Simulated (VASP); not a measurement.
These are PBE GGA, VASP's PBE PAW potentials (set 64) (plane waves; VASP) values and carry that method's errors.

VASP ran on this input.

**INCAR**
```
! general
SYSTEM = SiC
PREC   = Accurate
ENCUT  = 520
LREAL  = .FALSE.
LASPH  = .TRUE.
ICHARG = 11

! electronic loop
EDIFF  = 1E-7
NELM   = 100
ALGO   = Normal

! smearing
ISMEAR = 0
SIGMA  = 0.05

! functional
GGA    = PE

! output
LWAVE  = .FALSE.
LCHARG = .FALSE.
LORBIT = 11
```

**POSCAR**
```
SiC
1
    1.5470326511    -2.6795392372    -0.0000000000
    1.5470326511     2.6795392372     0.0000000000
    0.0000000000    -0.0000000000    10.1279726426
Si C
4 4
Direct
  0.0000000000   0.0000000000   0.0003203255
  0.0000000000   0.0000000000   0.5003203255
  0.6666670000   0.3333330000   0.7502777385
  0.3333330000   0.6666670000   0.2502777385
  0.0000000000   0.0000000000   0.8128573556
  0.0000000000   0.0000000000   0.3128573556
  0.6666670000   0.3333330000   0.5621745804
  0.3333330000   0.6666670000   0.0621745804
```

### KPOINTS
```
k-points along high-symmetry lines
10
Line-mode
Reciprocal
  0.000000   0.000000   0.000000 ! GAMMA
  0.000000   0.500000   0.000000 ! M

  0.000000   0.500000   0.000000 ! M
 -0.333333   0.666667   0.000000 ! K

 -0.333333   0.666667   0.000000 ! K
  0.000000   0.000000   0.000000 ! GAMMA

  0.000000   0.000000   0.000000 ! GAMMA
  0.000000   0.000000   0.500000 ! A

  0.000000   0.000000   0.500000 ! A
  0.000000   0.500000   0.500000 ! L

  0.000000   0.500000   0.500000 ! L
 -0.333333   0.666667   0.500000 ! H

 -0.333333   0.666667   0.500000 ! H
  0.000000   0.000000   0.500000 ! A

  0.000000   0.500000   0.500000 ! L
  0.000000   0.500000   0.000000 ! M

 -0.333333   0.666667   0.500000 ! H
 -0.333333   0.666667   0.000000 ! K
```

POTCAR, in this order: Si C (PBE.64 set). Program: vasp_std. Read from the step before: CHGCAR.

The run wrote:

**OSZICAR**
```
       N       E                     dE             d eps       ncg     rms          rms(c)
DAV:   1     0.901720240783E+02    0.90172E+02   -0.14530E+04  3780   0.134E+03
DAV:   2    -0.505611341905E+02   -0.14073E+03   -0.13348E+03  5255   0.211E+02
DAV:   3    -0.575634811349E+02   -0.70023E+01   -0.69348E+01  4683   0.476E+01
DAV:   4    -0.576967948714E+02   -0.13331E+00   -0.13309E+00  4693   0.706E+00
DAV:   5    -0.576997193033E+02   -0.29244E-02   -0.29233E-02  4628   0.964E-01
DAV:   6    -0.576998208880E+02   -0.10158E-03   -0.10158E-03  4846   0.158E-01
DAV:   7    -0.576998231852E+02   -0.22972E-05   -0.22970E-05  4650   0.234E-02
DAV:   8    -0.576998232826E+02   -0.97354E-07   -0.97345E-07  3815   0.383E-03
   1 F= -.57699823E+02 E0= -.57699823E+02  d E =-.793998E-12
```

**OUTCAR**
```
 val. band max:        8.0116843091   @ k =   0.0000   0.0000   0.0000

 cond. band min:      10.2364380070   @ k =   0.0000   0.5000   0.0000



 k-point     1 :       0.0000    0.0000    0.0000
  band No.  band energies     occupation
      1      -7.3540      2.00000
      2      -6.1905      2.00000
      3      -6.1550      2.00000
      4      -3.8410      2.00000
      5      -0.5142      2.00000
      6       3.6614      2.00000
      7       3.7024      2.00000
      8       6.8306      2.00000
      9       6.8306      2.00000
     10       7.2896      2.00000
     11       7.2896      2.00000
     12       7.4298      2.00000
     13       7.4298      2.00000
     14       7.9644      2.00000
     15       8.0117      2.00000
     16       8.0117      2.00000
     17      12.9732      0.00000
     18      13.5535      0.00000
     19      14.1355      0.00000
     20      14.1918      0.00000
     21      14.9159      0.00000

 k-point     2 :       0.0000    0.0556    0.0000
  band No.  band energies     occupation
      1      -7.3010      2.00000
      2      -6.1392      2.00000
      3      -6.1034      2.00000
      4      -3.7961      2.00000
      5      -0.4657      2.00000
      6       3.6789      2.00000
      7       3.7208      2.00000
      8       6.5096      2.00000
      9       6.7235      2.00000
     10       7.0378      2.00000
     11       7.1798      2.00000
     12       7.2294      2.00000
     13       7.3507      2.00000
     14       7.7997      2.00000
     15       7.9291      2.00000
     16       7.9907      2.00000
     17      13.1776      0.00000
     18      13.7385      0.00000
     19      14.2215      0.00000
     20      14.2629      0.00000
     21      14.7524      0.00000

 k-point     3 :       0.0000    0.1111    0.0000
  band No.  band energies     occupation
      1      -7.1425      2.00000
      2      -5.9861      2.00000
      3      -5.9496      2.00000
      4      -3.6630      2.00000
...
```

The density is held fixed in this step, so its total energy and stress have no physical meaning.

The compound is SiC in the 4h structure. It was relaxed first.
